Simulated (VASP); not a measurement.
# Y: surface energy and work function by face

How do surface energy, work function and relaxation of Y depend on the face?

Program: VASP 6.6.1. Level of theory: PBE; plane waves and PAW (Y_sv). Results are calculated unless marked as measured.

This is a report of a sequence of runs, with most program output left out.

## Step 1: The structure

Symmetry: P6_3/mmc, No. 194, hexagonal system. The conventional cell has a = 3.650 Å, b = 3.650 Å, c = 5.734 Å, α = 90.00°, β = 90.00°, γ = 120.00°. Nearest to Y lie 12 Y at 3.56 to 3.65 Å.

Structure file:

```
Y
1.0
     3.65000    0.00000    0.00000
    -1.82500    3.16099    0.00000
     0.00000    0.00000    5.73415
Y
2
Direct
  0.00000 0.00000 0.00000
  0.33333 0.66667 0.50000
```

## Step 2: The bulk reference, job relaxation, k-mesh 12×12×7

The bulk crystal is relaxed first, so that the slabs are cut at this functional's lattice.

INCAR reads:

```
SYSTEM = Y
PREC = Accurate
ENCUT = 420
EDIFF = 1E-06
NELM = 120
ISMEAR = 1
SIGMA = 0.15
LREAL = .FALSE.
ALGO = Normal
GGA = PE
NBANDS = 17
LASPH = .TRUE.
LORBIT = 11
LWAVE = .FALSE.
LCHARG = .FALSE.
KPAR = 4
IBRION = 2
NSW = 30
ISIF = 3
EDIFFG = -0.01
POTIM = 0.4
```

POSCAR reads:

```
Y
1.0
    3.6500000000      0.0000000000      0.0000000000
   -1.8250000000      3.1609927238      0.0000000000
    0.0000000000      0.0000000000      5.7341500000
Y
2
Direct
    0.0000000000      0.0000000000      0.0000000000
    0.3333333333      0.6666666667      0.5000000000
```

KPOINTS reads:

```
Automatic mesh
0
Gamma
12 12 7
0 0 0
```

PAW data sets: Y_sv (PBE family, release 64).

The run is started by

```bash
mpirun -np 4 vasp_std
```

Run time: 29 s. Hardware: 4 MPI ranks of Intel Xeon 6975P-C (Granite Rapids), shared host; peak memory 0.78 GiB; 1.8 min of CPU time.

The run keeps the 24 symmetry operations of its start, so it cannot find a distortion of lower symmetry.

Relaxation path:

```csv
step,energy less that of the first step (eV),largest force (eV/Å),pressure (GPa),volume (Å³)
1,0.0000,0.0000,-0.34,66.16
2,-0.0013,0.0000,0.00,65.62
3,-0.0014,0.0000,0.09,65.47
4,-0.0014,0.0000,0.11,65.44
5,-0.0016,0.0000,0.07,65.55
6,-0.0016,0.0000,0.00,65.67
```

| conventional cell, symmetrised | before | after | change |
| --- | --- | --- | --- |
| a (Å) | 3.650 | 3.657 | +0.2 % |
| b (Å) | 3.650 | 3.657 | +0.2 % |
| c (Å) | 5.734 | 5.670 | -1.1 % |
| volume (Å³/atom) | 33.08 | 32.84 | -0.7 % |

The relaxed structure:

```
Y
1.0
     3.65706    0.00000    0.00000
    -1.82853    3.16711    0.00000
     0.00000    0.00000    5.67012
Y
2
Cartesian
  0.0000 0.0000 0.0000
  0.0000 2.1114 2.8351
```

Numbers from this step:

| Property | Result |
| --- | --- |
| electronic cycles | 48 |
| electrons | 22 |
| free energy (TOTEN) | -12.86 eV |
| energy at zero smearing | -12.86 eV |
| Fermi energy | 3.000 eV |
| metallic | yes |

The run ended after 6 ionic steps, 0.002 eV below its first step, once forces and stress met EDIFFG = -0.01.

Energy at zero smearing: -12.86262 eV.

## Step 3: The bulk reference, job self-consistent run, k-mesh 15×15×8

INCAR reads:

```
SYSTEM = Y
PREC = Normal
ENCUT = 320
EDIFF = 1E-06
NELM = 120
ISMEAR = 1
SIGMA = 0.15
LREAL = .FALSE.
ALGO = Fast
GGA = PE
NBANDS = 17
LASPH = .TRUE.
LORBIT = 11
LWAVE = .FALSE.
LCHARG = .FALSE.
KPAR = 4
```

POSCAR reads:

```
Y
1.0
    3.6570626610      0.0000000000      0.0000000000
   -1.8285313305      3.1671091677      0.0000000000
    0.0000000000      0.0000000000      5.6701218086
Y
2
Direct
    0.0000000000      0.0000000000      0.0000000000
    0.3333333333      0.6666666667      0.5000000000
```

KPOINTS reads:

```
Automatic mesh
0
Gamma
15 15 8
0 0 0
```

The run is started by

```bash
mpirun -np 4 vasp_std
```

Elapsed: 8.6 s, on 4 MPI ranks; peak memory 0.68 GiB; 30 s of CPU time.

Numbers from this step:

* electronic cycles: 18
* Fermi energy: 2.997 eV

Energy at zero smearing: -12.86482 eV.

The run ends at a pressure of -0.21 GPa.

## Step 4: Surface relaxation, 8 atoms, face Y(0001)

System of this step: Y(0001). The cell holds 8 atoms: 8 Y. Its edges and angles: a = 3.657 Å, b = 3.657 Å, c = 34.845 Å, α = 90.0°, β = 90.0°, γ = 60.0°. It derives from Y. 8 layers of hcp Y, cut at this functional's lattice. Vacuum lies along c.

All atoms relax at the fixed cell.

INCAR reads:

```
SYSTEM = Y
PREC = Normal
ENCUT = 320
EDIFF = 1E-05
NELM = 120
ISMEAR = 1
SIGMA = 0.15
LREAL = .FALSE.
ALGO = Fast
GGA = PE
NBANDS = 54
LASPH = .TRUE.
LORBIT = 11
LWAVE = .FALSE.
LCHARG = .FALSE.
KPAR = 4
IBRION = 2
NSW = 40
ISIF = 2
EDIFFG = -0.03
POTIM = 0.4
MAXMIX = 40
```

POSCAR reads:

```
Y
1.0
    3.6570626610      0.0000000000      0.0000000000
    1.8285313305      3.1671091677      0.0000000000
    0.0000000000      0.0000000000     34.8454263301
Y
8
Direct
    0.6666666700      0.6666666700      0.2152362800
    0.0000000000      0.0000000000      0.2965973400
    0.6666666700      0.6666666700      0.3779584100
    0.0000000000      0.0000000000      0.4593194700
    0.6666666700      0.6666666700      0.5406805300
    0.0000000000      0.0000000000      0.6220415900
    0.6666666700      0.6666666700      0.7034026600
    0.0000000000      0.0000000000      0.7847637200
```

KPOINTS reads:

```
Automatic mesh
0
Gamma
12 12 1
0 0 0
```

The run is started by

```bash
mpirun -np 4 vasp_std
```

Wall time 2.6 min (4 MPI ranks); peak memory 1.2 GiB.

The run keeps the 12 symmetry operations of its start, so it cannot find a distortion of lower symmetry.

Relaxation path:

```
step  energy less that of the first step (eV)  largest force (eV/Å)
   1                                   0.0000                0.1615
   2                                  -0.0032                0.1230
   3                                  -0.0086                0.0542
   4                                  -0.0091                0.0374
   5                                  -0.0092                0.0362
   6                                  -0.0094                0.0260
```

The atoms that moved most (Å):

```
atom     dx     dy      dz  length
  Y7  0.000  0.000   0.032   0.032
  Y2  0.000  0.000  -0.032   0.032
  Y8  0.000  0.000  -0.028   0.028
  Y1  0.000  0.000   0.028   0.028
  Y5  0.000  0.000  -0.006   0.006
  Y4  0.000  0.000   0.006   0.006
```

Final coordinates:

```cif
data_structure
_symmetry_space_group_name_H-M 'P 1'
_symmetry_Int_Tables_number 1
_cell_length_a 3.6571
_cell_length_b 3.6571
_cell_length_c 34.8454
_cell_angle_alpha 90.000
_cell_angle_beta 90.000
_cell_angle_gamma 60.000
_cell_volume 403.59
loop_
_atom_site_label
_atom_site_type_symbol
_atom_site_fract_x
_atom_site_fract_y
_atom_site_fract_z
_atom_site_occupancy
Y1 Y 0.66667 0.66667 0.21604 1
Y2 Y 0.00000 0.00000 0.29568 1
Y3 Y 0.66667 0.66667 0.37810 1
Y4 Y 0.00000 0.00000 0.45948 1
Y5 Y 0.66667 0.66667 0.54052 1
Y6 Y 0.00000 0.00000 0.62190 1
Y7 Y 0.66667 0.66667 0.70432 1
Y8 Y 0.00000 0.00000 0.78396 1
```

Numbers from this step:

```yaml
electronic_cycles: 120
electrons: 88
free_energy_toten: -50.0019 eV
energy_at_zero_smearing: -50.0002 eV
fermi_energy: 0.9459 eV
```

The run ended after 6 ionic steps, 0.009 eV below its first step, once the forces on the free atoms met EDIFFG = -0.03.

## Step 5: Potential and states of the slab, 8 atoms, face Y(0001)

A static run writes the electrostatic potential without exchange and correlation (LVHAR), which is flat in the vacuum and gives the level to count from. The dipole correction cancels the field that unlike faces would set up across the vacuum.

INCAR reads:

```
SYSTEM = Y
PREC = Normal
ENCUT = 320
EDIFF = 1E-06
NELM = 120
ISMEAR = 1
SIGMA = 0.15
LREAL = .FALSE.
ALGO = Fast
GGA = PE
NBANDS = 54
LASPH = .TRUE.
LORBIT = 11
LWAVE = .FALSE.
LCHARG = .TRUE.
KPAR = 4
IDIPOL = 3
LDIPOL = .TRUE.
DIPOL = 0.5 0.5 0.5
LVHAR = .TRUE.
LVACPOTAV = .TRUE.
NEDOS = 1500
```

POSCAR reads:

```
Y
1.0
    3.6570626610      0.0000000000      0.0000000000
    1.8285313305      3.1671091677      0.0000000000
    0.0000000000      0.0000000000     34.8454263301
Y
8
Direct
    0.6666666700      0.6666666700      0.2160375158
    0.0000000000      0.0000000000      0.2956793022
    0.6666666700      0.6666666700      0.3780964831
    0.0000000000      0.0000000000      0.4594815102
    0.6666666700      0.6666666700      0.5405184898
    0.0000000000      0.0000000000      0.6219035169
    0.6666666700      0.6666666700      0.7043206978
    0.0000000000      0.0000000000      0.7839624842
```

KPOINTS is that of step 4.

The run is started by

```bash
mpirun -np 4 vasp_std
```

It took 74 s on 4 MPI ranks; peak memory 1.2 GiB.

This step gave:

```yaml
electronic_cycles: 60
fermi_energy: 0.9442 eV
dipole_moment: 0, 0, 1.00e-6 e·Å
vacuum_levels: 4.131, 4.131 eV
work_functions_of_the_upper_and_lower_face: 3.187, 3.187 eV
```

The planar average of the electrostatic potential oscillates, so the rows of the table below give means over windows of 2.83 Å about each position, cut where the curve ends. Its maxima inside the range that stand out by 2 % of the span (Å: eV): 8.9: 0.634, 11.8: 0.778, 14.6: 0.692, 17.4: 0.646, 20.3: 0.692, 23.1: 0.778, 25.9: 0.634. Its minima: 7.5: -6.75, 10.3: -6.24, 13.2: -6.47, 16.0: -6.41, 18.8: -6.41, 21.7: -6.47, 24.5: -6.24, 27.3: -6.75.

Zero at the Fermi level. Planar average of the electrostatic potential against height; means over each step:

height (Å), planar average of the electrostatic potential (eV) and a bar from the least value:
```
     1.42       3.19 ##############################
     4.25       3.01 #############################
     7.08      -3.08 #
     9.91      -2.94 ##
    12.73      -3.00 #
    15.57      -3.01 #
    18.39      -3.02 #
    21.23      -3.03 #
    24.05      -2.87 ##
    26.88      -3.28 
    29.71       2.22 #########################
    32.55       3.19 ##############################
```

Density of states in the PAW spheres, an atom over height of the layer and energy from the Fermi level.

Ten even steps from '0' (0.00 states/eV) to '9' (1.44 states/eV), each cell a mean:
```
93544539
99988999
66566566
33444433
33333333
33333333
12222221
11111111
00000000
00000000
00000000
00000000
00000000
00000000
00000000
00000000
00000000
00000000
00000000
00000000
00000000
00000000
```
Columns: height of the layer (Å) from 7.5 to 27.3; rows upwards: energy from the Fermi level (eV) from -7.9 to 0.5.

Valence density in the ca plane at fractional y = 0.000, with atoms of Y within 0.2 Å of it. It is the smooth field of the valence electrons, not physical close to the nuclei.

Ten steps, logarithmic in the rise over the least value, from '0' (0.0 e/Å³) to '9' (5.0 e/Å³), each cell a mean:
```
98532222222247999742222222236899752000000000
86422222222236787532222222235787631000000000
54222223222223554322222322223455321000000000
22222233322222222222233332222232211000000000
22222244432222222222234432222222211000000000
22222234432222222222234432222222211000000000
33222233322222343222223332222343221000000000
65322222222234676422222222224566531000000000
87532222222246898632222222235898742000000000
98632222222247999742222222236999852000000000
```
Columns run along c (16.0 Å, from fractional 0.47 to 0.93 of the cell), rows up along a (3.7 Å). Atoms in or near the plane, at fractional coordinates: Y at (0.62, 0.00), Y at (0.78, 0.00).

The map of layer states is cut here 0.5 eV above the Fermi level, so it leaves out the states above that.

The vacuum level lies 3.19 eV above the Fermi level at the upper face; both faces agree, as the slab has next to no dipole.

The program found no field-free point at its default tolerance, but its printed level agrees with the flat part of the planar average.

On this mesh the fine structure of the density of states is sampling noise, and high empty states may be cut by the number of bands.

## Step 6: Surface relaxation, 12 atoms, face Y(10-10)

System of this step: Y(10-10). The cell holds 12 atoms: 12 Y. Its edges and angles: a = 3.657 Å, b = 5.670 Å, c = 31.891 Å, α = 90.0°, β = 90.0°, γ = 90.0°. It derives from Y. 12 layers of hcp Y, cut at this functional's lattice. Vacuum lies along c.

INCAR reads:

```
SYSTEM = Y
PREC = Normal
ENCUT = 320
EDIFF = 1E-05
NELM = 120
ISMEAR = 1
SIGMA = 0.15
LREAL = .FALSE.
ALGO = Fast
GGA = PE
NBANDS = 81
LASPH = .TRUE.
LORBIT = 11
LWAVE = .FALSE.
LCHARG = .FALSE.
KPAR = 4
IBRION = 2
NSW = 40
ISIF = 2
EDIFFG = -0.03
POTIM = 0.4
MAXMIX = 40
```

POSCAR reads:

```
Y
1.0
    3.6570626610      0.0000000000      0.0000000000
    0.0000000000      5.6701218086      0.0000000000
    0.0000000000      0.0000000000     31.8912488942
Y
12
Direct
    0.0000000000      0.0000000000      0.2351742300
    0.5000000000      0.0000000000      0.3344839000
    0.5000000000      0.5000000000      0.2682774500
    0.0000000000      0.0000000000      0.4337935600
    0.0000000000      0.5000000000      0.3675871200
    0.5000000000      0.0000000000      0.5331032200
    0.5000000000      0.5000000000      0.4668967800
    0.0000000000      0.0000000000      0.6324128800
    0.0000000000      0.5000000000      0.5662064400
    0.5000000000      0.0000000000      0.7317225500
    0.5000000000      0.5000000000      0.6655161000
    0.0000000000      0.5000000000      0.7648257700
```

KPOINTS reads:

```
Automatic mesh
0
Gamma
8 6 1
0 0 0
```

The run is started by

```bash
mpirun -np 4 vasp_std
```

Wall time 11 min (4 MPI ranks); peak memory 2 GiB; 44 min of CPU time.

The run keeps the 8 symmetry operations of its start, so it cannot find a distortion of lower symmetry.

Step by step:

```csv
step,energy less that of the first step (eV),largest force (eV/Å)
1,0.0000,0.4008
2,-0.0228,0.3303
3,-0.0670,0.1484
4,-0.0379,0.3893
5,-0.0755,0.0749
6,-0.0756,0.0779
7,-0.0774,0.0576
8,-0.0798,0.0384
9,-0.0804,0.0278
```

The atoms that moved most (Å):

| atom | dx | dy | dz | length |
| --- | --- | --- | --- | --- |
| Y3 | 0.000 | 0.000 | 0.094 | 0.094 |
| Y10 | 0.000 | 0.000 | -0.094 | 0.094 |
| Y2 | 0.000 | 0.000 | -0.080 | 0.080 |
| Y11 | 0.000 | 0.000 | 0.080 | 0.080 |
| Y12 | 0.000 | 0.000 | -0.061 | 0.061 |
| Y1 | 0.000 | 0.000 | 0.061 | 0.061 |
| Y5 | 0.000 | 0.000 | -0.037 | 0.037 |
| Y8 | 0.000 | 0.000 | 0.037 | 0.037 |

Final coordinates:

```xyz
12
Lattice="3.6571 0.0000 0.0000 0.0000 5.6701 0.0000 0.0000 0.0000 31.8912" Properties=species:S:1:pos:R:3
Y     0.0000    0.0000    7.5612
Y     1.8285    0.0000   10.5875
Y     1.8285    2.8351    8.6502
Y     0.0000    0.0000   13.8290
Y     0.0000    2.8351   11.6861
Y     1.8285    0.0000   16.9961
Y     1.8285    2.8351   14.8951
Y     0.0000    0.0000   20.2051
Y     0.0000    2.8351   18.0622
Y     1.8285    0.0000   23.2411
Y     1.8285    2.8351   21.3038
Y     0.0000    2.8351   24.3300
```

This step gave:

```yaml
electronic_cycles: 155
electrons: 132
free_energy_toten: -74.6649 eV
energy_at_zero_smearing: -74.6673 eV
fermi_energy: 0.525 eV
```

The run ended after 9 ionic steps, 0.080 eV below its first step, once the forces on the free atoms met EDIFFG = -0.03.

## Step 7: Potential and states of the slab, 12 atoms, face Y(10-10)

INCAR reads:

```
SYSTEM = Y
PREC = Normal
ENCUT = 320
EDIFF = 1E-06
NELM = 120
ISMEAR = 1
SIGMA = 0.15
LREAL = .FALSE.
ALGO = Fast
GGA = PE
NBANDS = 81
LASPH = .TRUE.
LORBIT = 11
LWAVE = .FALSE.
LCHARG = .TRUE.
KPAR = 4
IDIPOL = 3
LDIPOL = .TRUE.
DIPOL = 0.5 0.5 0.5
LVHAR = .TRUE.
LVACPOTAV = .TRUE.
NEDOS = 1500
```

POSCAR reads:

```
Y
1.0
    3.6570626610      0.0000000000      0.0000000000
    0.0000000000      5.6701218086      0.0000000000
    0.0000000000      0.0000000000     31.8912488942
Y
12
Direct
    0.0000000000      0.0000000000      0.2370946037
    0.5000000000      0.0000000000      0.3319875009
    0.5000000000      0.5000000000      0.2712401909
    0.0000000000      0.0000000000      0.4336304218
    0.0000000000      0.5000000000      0.3664368513
    0.5000000000      0.0000000000      0.5329403842
    0.5000000000      0.5000000000      0.4670596158
    0.0000000000      0.0000000000      0.6335631487
    0.0000000000      0.5000000000      0.5663695782
    0.5000000000      0.0000000000      0.7287598091
    0.5000000000      0.5000000000      0.6680124991
    0.0000000000      0.5000000000      0.7629053963
```

KPOINTS is that of step 6.

The run is started by

```bash
mpirun -np 4 vasp_std
```

Wall time 3.4 min (4 MPI ranks); peak memory 1.9 GiB; 13 min of CPU time.

This step gave:

| Item | Value |
| --- | --- |
| electronic cycles | 53 |
| Fermi energy | 0.5254 eV |
| dipole moment | 0, 0, 0 e·Å |
| vacuum levels | 3.834, 3.834 eV |
| work functions of the upper and lower face | 3.309, 3.309 eV |

The planar average of the electrostatic potential oscillates, so the rows of the table below give means over windows of 3.19 Å about each position, cut where the curve ends. Its maxima inside the range that stand out by 2 % of the span (Å: eV): 9.6: -1.26, 12.8: -0.557, 15.9: -0.655, 19.1: -0.557, 22.3: -1.26. Its minima: 8.1: -5.43, 11.2: -5.18, 14.4: -5.38, 17.5: -5.38, 20.7: -5.18, 23.8: -5.43.

Zero at the Fermi level. The planar average of the electrostatic potential by height; means over each step:

height (Å), planar average of the electrostatic potential (eV) and a bar from the least value:
```
     1.59       3.31 ##############################
     4.79       2.96 ############################
     7.98      -2.95 
    11.17      -2.97 
    14.36      -2.97 
    17.55      -2.97 
    20.73      -2.97 
    23.93      -2.95 
    27.12       2.96 ############################
    30.31       3.31 ##############################
```

Density of states in the PAW spheres, an atom over height of the layer and energy from the Fermi level.

Ten even steps from '_' (0.00 states/eV) to '@' (1.44 states/eV), each cell a mean:
```
##**====++++++++====**##
@@%%####%%%%%%%%####%%@@
++******++++++++******++
========================
------------------------
::::----------------::::
........................
........................
________________________
________________________
________________________
________________________
________________________
________________________
________________________
________________________
________________________
________________________
________________________
________________________
________________________
________________________
```
Columns: height of the layer (Å) from 7.6 to 24.3 (not evenly spaced); rows upwards: energy from the Fermi level (eV) from -7.9 to 0.5.

Valence density in the ca plane at fractional y = 0.000, with atoms of Y within 0.2 Å of it. It is the smooth field of the valence electrons, not physical close to the nuclei.

Ten even steps from '0' (0.0 e/Å³) to '9' (5.1 e/Å³), each cell a mean:
```
47851000000000000268620000000000000000000000
13420000000000000134310000000000000000000000
01100000012200000001000000122100000000000000
00000000146520000000000001465200000000000000
00000000269841000000000002698410000000000000
00000000258730000000000001587300000000000000
00000000124310000000000000243100000000000000
12210000001000000012100000010000000000000000
36631000000000000256420000000000000000000000
49951000000000000379730000000000000000000000
```
Columns run along c (16.0 Å, from fractional 0.42 to 0.92 of the cell), rows up along a (3.7 Å). Atoms in or near the plane, at fractional coordinates: Y at (0.43, 0.00), Y at (0.53, 0.50), Y at (0.63, 0.00), Y at (0.73, 0.50).

The map of layer states is cut here 0.5 eV above the Fermi level, so it leaves out the states above that.

The vacuum level lies 3.31 eV above the Fermi level at the upper face; both faces agree, as the slab has next to no dipole.

The program found no field-free point at its default tolerance, but its printed level agrees with the flat part of the planar average.

On this mesh the fine structure of the density of states is sampling noise, and high empty states may be cut by the number of bands.

## Step 8: The faces side by side

This step: surfaces of a metal, PBE; plane waves and PAW (VASP 6.6.1).

Derived from the runs above.

Symmetric slabs, all atoms free. All faces:

```csv
face,layers,area a surface atom (Å²),work function (eV),surface energy as cut (J/m²),surface energy relaxed (J/m²),change of the top spacing (%)
Y(0001),8,11.58,3.187,1.016,1.009,-2.11
Y(10-10),12,20.74,3.309,1.005,0.9742,3.15
```

Each surface energy is the slab's energy less its number of atoms times the bulk energy of -6.4324 eV, over twice the cell's area.

## Step 9: Outcome

* Y(0001): 1.01 J/m², 3.19 eV
* Y(10-10): 0.97 J/m², 3.31 eV

In words: The cheapest face is Y(10-10) at 0.97 J/m², against 1.01 for Y(0001). The work functions are 3.31 eV for Y(10-10) and 3.19 eV for Y(0001). The densest face does not have the highest work function here, against the usual rule. The two cheapest faces differ by under 4 %, which one mesh and one thickness don't resolve. The top spacing changes by -2.1 % on Y(0001) and +3.1 % on Y(10-10). Of the two ends of the prism face, the one with the short outer spacing was run. One thickness was run for each face, and bulk and slab meshes don't match, which leaves some hundredths of a J/m². The cells are 1 × 1 and can't reconstruct.

[Lines on the potential files, build, host, timing and source positions are cut from VASP's logs without a mark.]

[Logs are printed without paths, hosts, clocks, repeated set-up lines and the standing remarks that a program may print on its own settings, such as how far it seeks lower states.]

[Hosts, paths, dates, database ids (printed as entryN), source tags and the programs' standing remarks are cut or masked in the printed files.]

[Runs that stopped without an error message from VASP are left out.]
